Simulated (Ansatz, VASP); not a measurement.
**One calculation of GaGe, two programs**

File INCAR:

```
PREC = Accurate
ENCUT = 520
EDIFF = 1E-7
ISMEAR = -1
SIGMA = 0.05
LREAL = F
LASPH = T
NELM = 60
ALGO = Normal
ISIF = 2
LWAVE = F
LCHARG = F
GGA = PS
NBANDS = 20
```

The input KPOINTS:

```
Automatic mesh
0
Gamma
  8 8 8
```

The input POSCAR:

```
GaGe
1.0
    0.0000000000      2.9170355792      2.9170355792
    2.9170355792      0.0000000000      2.9170355792
    2.9170355792      2.9170355792      0.0000000000
Ge Ga
1 1
Direct
    0.0000000000      0.0000000000      0.0000000000
    0.2500000000      0.2500000000      0.2500000000
```

File input.yaml:

```yaml
crystal:
  lattice:
    - [0.0, 2.9170355792, 2.9170355792]
    - [2.9170355792, 0.0, 2.9170355792]
    - [2.9170355792, 2.9170355792, 0.0]
  atoms:
    - { symbol: Ge, position: [0.0, 0.0, 0.0] }
    - { symbol: Ga, position: [0.25, 0.25, 0.25] }
kpoints:
  mp_grid: { grid: [8, 8, 8] }
scf:
  occupations: { method: fermi_dirac, width: 0.05 }
hamiltonian:
  xc: pbesol
  pseudopotentials: { kind: all_electron, lapw: { basis_error: 0.0005 } }
output:
  forces: true
  stress: true
  eigenvalues: true
```

Change from the starting cell: volume scaled by 1.02.

Alike in both runs: task single point; functional PBEsol; k mesh 8 × 8 × 8; occupations fermi-dirac, width 0.05 eV; no spin polarisation.

|  | VASP | Ansatz |
| --- | --- | --- |
| version | VASP 6.6.1 | Ansatz 0.2.0 |
| potentials or method | VASP PAW PBE potentials, release 64 (Ge_d, Ga_d) | all-electron LAPW, scalar-relativistic |
| plane-wave cutoff (eV) | 520 | see its input |

```tsv
	VASP	Ansatz	Ansatz less VASP
gap on the k mesh at the Fermi level (eV)	none	none	-
pressure (GPa)	-3.3	-3.2	+0.03
```

A gap of «none» marks a metal or a gap that the smearing closes. Ansatz ran all-electron here, so the differences hold the error of VASP's frozen core and of both bases.

Caveats: the PAW data sets were made with another functional, which shifts forces and pressure a little (VASP).
